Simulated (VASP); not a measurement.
Given:

```
NiSi2
1.0
    0.00000     2.63993     2.63993
    2.63993     0.00000     2.63993
    2.63993     2.63993     0.00000
Si Ni
2 1
Cartesian
  1.31996   1.31996   1.31996
  3.95989   3.95989   3.95989
  0.00000   0.00000   0.00000
```

The numbers are results of r2SCAN meta-GGA, VASP's PBE PAW potentials (set 64) (plane waves; VASP), not measurements. Run with 520 eV cut-off, 10×10×10 Γ-centred mesh, first-order Methfessel-Paxton smearing of 0.10 eV, potentials Si Ni.

Question: Give the stress tensor in GPa (positive for a compressed cell).

Answer: 
```
10.83   0.00   0.00
 0.00  10.83   0.00
 0.00   0.00  10.83
```
The pressure is its mean diagonal, 10.83 GPa.

The compound is NiSi2 in the fluorite structure. This cell is one point of a volume scan, at 0.94 of the reference volume. The run is not spin-polarised, so no magnetic state was tried.
